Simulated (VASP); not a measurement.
The system is LuAs.

```
Lu As
1.0
     0.00000    2.80943    2.80943
     2.80943    0.00000    2.80943
     2.80943    2.80943    0.00000
Lu As
1 1
Direct
  0.50000 0.50000 0.50000
  0.00000 0.00000 0.00000
```

The cell is a database's computed one.

Base run:

```yaml
Program: VASP 6.6.1
Functional: r2SCAN
Potentials_or_basis: VASP PAW PBE potentials, release 64 (Lu, As)
Cutoff: 520 eV
k_mesh: 12 × 12 × 12
Occupations: methfessel-paxton, width 0.1 eV
Spin: no spin polarisation
```

Its results: pressure 3.3 GPa.

Problem. The run is repeated on the same cell with these changes: functional from r2SCAN to LDA. What comes out?

Solution. Pressure -2.6 GPa.

Caveats: the PAW data sets were made with another functional, which shifts forces and pressure a little.
